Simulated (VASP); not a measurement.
Input of a VASP 6.6.1 run:

File INCAR:

```
PREC     = Accurate       # precision mode
ENCUT    = 520            # plane-wave cutoff, eV
EDIFF    = 1E-6           # SCF threshold, eV
ISMEAR   = 1              # smearing method
SIGMA    = 0.1            # smearing width, eV
LREAL    = F              # projectors in reciprocal space
LASPH    = T              # aspherical terms in the spheres
NELM     = 100            # most SCF steps
ALGO     = Normal         # electronic algorithm
ISIF     = 2              # what is computed and relaxed
LWAVE    = F              # write WAVECAR
LCHARG   = T              # write CHGCAR
GGA      = PS             # functional
LVHAR    = T
```

File KPOINTS:

```
Automatic mesh
0
Gamma
  18 18 18
```

File POSCAR:

```
Ag                                      
1.0
   -0.0000000000      2.0259351738      2.0259351738
    2.0259351738     -0.0000000000      2.0259351738
    2.0259351738      2.0259351738     -0.0000000000
  Ag            
     1
Direct
     0.0000000000000000    0.0000000000000000    0.0000000000000000
```

Potentials or basis: VASP PAW PBE potentials, release 64 (Ag).

The run is started by

```sh
$ cat potpaw_PBE.64/Ag/POTCAR > POTCAR
$ mpirun -np 1 vasp_std > vasp.out
```

Task: Predict the pressure.

Result: 0.0 GPa.

Task: Predict the band gap on the k mesh.

Result: None (metal or under the smearing width).

Caveat: the PAW data sets were made with another functional, which shifts forces and pressure a little.
